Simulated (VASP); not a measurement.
Data:

```xyz
4
Lattice="4.3223 0.0049 0.0136 -0.0051 4.3232 0.0210 -2.1216 -2.1078 11.6929" Properties=species:S:1:pos:R:3 pbc="T T T"
Pb     2.1495     2.2148     7.2382
Pb    -0.0010     0.0649     4.4786
Se    -0.0249     0.0699     7.2756
Se     2.1412     2.2513     4.4401
```

The numbers are results of PBEsol GGA, VASP's PBE PAW potentials (set 64) (plane waves; VASP 6.6.1), not measurements. Run with 400 eV cut-off, 6×6×2 Γ-centred mesh, tetrahedra with Blöchl corrections, potentials Pb_d Se.

The cell holds a wide vacuum, so values per volume refer to the whole cell. The cores are frozen, which limits the accuracy of field gradients.

Problem. Give the principal components of the electric field gradient (V/Å²) and the asymmetry η at each nucleus.

Solution. 
```tsv
atom	Vxx	Vyy	Vzz	η
Pb1	58.8	57.1	-115.9	0.01
Pb2	59.2	57.2	-116.4	0.02
Se3	4.7	4.3	-9.0	0.05
Se4	4.8	4.2	-9.0	0.07
```

The cell is a sheet with vacuum, built from a database entry that may be metastable or hypothetical.
